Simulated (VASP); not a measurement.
Crystal: Tc3Sn.

```
Sn Tc
1.0
     0.00000    3.17219    3.17219
     3.17219    0.00000    3.17219
     3.17219    3.17219    0.00000
Sn Tc
1 3
Cartesian
  0.0000 0.0000 0.0000
  3.1722 3.1722 3.1722
  4.7583 4.7583 4.7583
  1.5861 1.5861 1.5861
```

The cell comes from a database or a generator and needn't be the stable form of this composition.

```yaml
Program: VASP 6.6.1
Task: single point
Functional: PBE
Potentials_or_basis: VASP PAW PBE potentials, release 64 (Sn_d, Tc_pv)
Cutoff: 520 eV
k_mesh: 7 × 7 × 7
Occupations: fermi-dirac, width 0.05 eV
Spin: no spin polarisation
```

On this cell: pressure -2.2 GPa; largest force zero by symmetry; band gap on the k mesh none (metal or under the smearing width).

The same run follows on a disturbed copy (atoms moved at random, drawn with an rms of 0.05 Å):

```
Sn Tc
1.0
     0.00000    3.17219    3.17219
     3.17219    0.00000    3.17219
     3.17219    3.17219    0.00000
Sn Tc
1 3
Direct
  0.99932 0.99175 0.99602
  0.50559 0.50904 0.49975
  0.74813 0.75909 0.75142
  0.25443 0.24935 0.25274
```

Task: What does the disturbed cell give?

Result: The energy (extrapolated to zero smearing) moves by +11.8 meV/atom; pressure -1.8 GPa; largest force 0.999 eV/Å; band gap on the k mesh none (metal or under the smearing width).

Forces in eV/Å, atoms in the order of the input:
```
Sn   0.710  0.361  0.603
Tc  -0.139 -0.059 -0.138
Tc  -0.515 -0.021 -0.345
Tc  -0.057 -0.282 -0.120
```

Stress tensor (GPa, compression positive):
```
-1.82  0.30 -0.11
 0.30 -1.74  0.51
-0.11  0.51 -1.76
```
